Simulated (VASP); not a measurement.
Crystal: KBr.

```
CELL_PARAMETERS angstrom
0.00000 3.35045 3.35045
3.35045 0.00000 3.35045
3.35045 3.35045 0.00000
ATOMIC_POSITIONS crystal
K 0.00000 0.00000 0.00000
Br 0.50000 0.50000 0.50000
```

```yaml
Program: VASP 6.6.1
Task: relaxation of cell and atoms
Functional: PBE
Dispersion: D3(BJ)
Potentials_or_basis: VASP PAW PBE potentials, release 64 (K_sv, Br)
Cutoff: 600 eV
k_mesh: 6 × 6 × 6
Occupations: gaussian, width 0.02 eV
Spin: no spin polarisation
```

At the start: pressure -0.8 GPa; volume 37.61 Å³/atom.

Task: How do energy, volume and symmetry change on relaxing?

Result: Over 4 steps the energy falls by 5.7 meV/atom and the volume is 35.50 Å³/atom (-5.6 %); space group Fm-3m (No. 225, to 0.05 Å).

Step by step:
| step | energy change (eV) | largest force (eV/Å) | pressure (GPa) | volume (Å³) |
| --- | --- | --- | --- | --- |
| 1 | 0.0000 | 0.0000 | -0.80 | 75.22 |
| 2 | -0.0081 | 0.0000 | -0.45 | 73.18 |
| 3 | -0.0112 | 0.0000 | -0.10 | 71.44 |
| 4 | -0.0114 | 0.0000 | 0.00 | 70.99 |

Final structure:
```
K Br
1.0
     0.00000    3.28644    3.28644
     3.28644    0.00000    3.28644
     3.28644    3.28644    0.00000
K Br
1 1
Direct
  0.00000 0.00000 0.00000
  0.50000 0.50000 0.50000
```
